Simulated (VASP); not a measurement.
ZrAl3B3N:

```
CELL_PARAMETERS angstrom
4.86341 0.00000 0.00000
0.00000 4.86341 0.00000
0.00000 0.00000 4.86341
ATOMIC_POSITIONS crystal
Zr 0.00000 0.00000 0.00000
Al 0.00000 0.50000 0.50000
Al 0.50000 0.00000 0.50000
Al 0.50000 0.50000 0.00000
B 0.50000 0.00000 0.00000
B 0.00000 0.50000 0.00000
B 0.00000 0.00000 0.50000
N 0.50000 0.50000 0.50000
```

The cell was built by a generator and needn't be a form met in nature.

```yaml
Program: VASP 6.6.1
Task: relaxation of cell and atoms
Functional: PBE
Potentials_or_basis: VASP PAW PBE potentials, release 64 (Zr_sv, Al, B, N)
Cutoff: 520 eV
k_mesh: 3 × 3 × 3
Occupations: gaussian, width 0.15 eV
Spin: no spin polarisation
```

At the start: pressure -19.5 GPa; volume 14.38 Å³/atom.

How do energy, volume and symmetry change on relaxing?

Over 3 steps the energy falls by 188.0 meV/atom and the volume is 11.77 Å³/atom (-18.1 %); space group Pm-3m (No. 221, to 0.05 Å).

Step by step:
| step | energy change (eV) | largest force (eV/Å) | pressure (GPa) | volume (Å³) |
| --- | --- | --- | --- | --- |
| 1 | 0.0000 | 0.0000 | -19.46 | 115.03 |
| 2 | -1.3173 | 0.0000 | 10.75 | 88.34 |
| 3 | -1.5037 | 0.0000 | -0.18 | 94.16 |

Final structure:
```
Zr Al B N
1.0
     4.54941    0.00000    0.00000
     0.00000    4.54941    0.00000
     0.00000    0.00000    4.54941
Zr Al B N
1 3 3 1
Direct
  0.00000 0.00000 0.00000
  0.00000 0.50000 0.50000
  0.50000 0.00000 0.50000
  0.50000 0.50000 0.00000
  0.50000 0.00000 0.00000
  0.00000 0.50000 0.00000
  0.00000 0.00000 0.50000
  0.50000 0.50000 0.50000
```

Caveat: the k mesh is coarse (spacing up to 0.43 Å⁻¹), so the values aren't converged; the volume moved by over 15 % at a fixed basis, so the end points are rough.
